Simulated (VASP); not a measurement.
An input for Quantum ESPRESSO's pw.x (written as the equivalent of a VASP run, and not itself run):

```
&CONTROL
  calculation = 'scf'
  pseudo_dir = './pseudo'
  outdir = './out'
  tprnfor = .true.
  tstress = .true.
/
&SYSTEM
  ibrav = 0
  nat = 4
  ntyp = 2
  ecutwfc = 68
  occupations = 'tetrahedra'
  input_dft = 'pbesol'
/
&ELECTRONS
  conv_thr = 7.3e-09
  electron_maxstep = 100
/
ATOMIC_SPECIES
  Ca 40.078 Ca.upf
  Tl 204.380 Tl.upf
CELL_PARAMETERS angstrom
     0.0000000    3.9724724    3.9724724
     3.9724724   -0.0000000    3.9724724
     3.9724724    3.9724724   -0.0000000
ATOMIC_POSITIONS crystal
  Ca   0.5000000  0.5000000  0.5000000
  Ca   0.2500000  0.2500000  0.2500000
  Ca   0.7500000  0.7500000  0.7500000
  Tl   0.0000000  0.0000000  0.0000000
K_POINTS automatic
  8 8 8 0 0 0
```

### Question
Translate this input to VASP (INCAR, KPOINTS, POSCAR, choice of POTCAR).

### Answer
This is not unique; one that fits is 
File POSCAR:
```
Ca3Tl
3.9724720
  0.0000000000   1.0000001028   1.0000001028
  1.0000001028   0.0000000000   1.0000001028
  1.0000001028   1.0000001028   0.0000000000
Ca Tl
3 1
Cart
  1.0000001028   1.0000001028   1.0000001028
  0.5000000514   0.5000000514   0.5000000514
  1.5000001542   1.5000001542   1.5000001542
  0.0000000000   0.0000000000   0.0000000000
```

### INCAR
```
SYSTEM = Ca3Tl
PREC = Accurate
ENCUT = 400
EDIFF = 1E-7
NELM = 100
ALGO = Normal
LREAL = .FALSE.
LASPH = .TRUE.
ISMEAR = -5
GGA = PS
LMAXMIX = 4
LWAVE = .FALSE.
LCHARG = .TRUE.
LORBIT = 11
NEDOS = 601
ISIF = 2
LEFG = .TRUE.
```

### KPOINTS
```
Automatic mesh
0
Gamma
8 8 8
0 0 0
```

POTCAR, in this order: Ca_sv Tl_d (PBE.64 set). Program: vasp_std.

Limits of the translation: the potentials are each code's own (VASP's PAW set, PseudoDojo norm-conserving files in pw.x), so ENCUT and ecutwfc are chosen apart and not converted; conv_thr bounds pw.x's estimated SCF error, while EDIFF bounds the energy change between steps; the field gradients of LEFG aren't asked of the other code.

The structure comes from a computed database's Ca3Tl entry (Fm-3m); how it stands against other phases isn't given here. It was relaxed first.
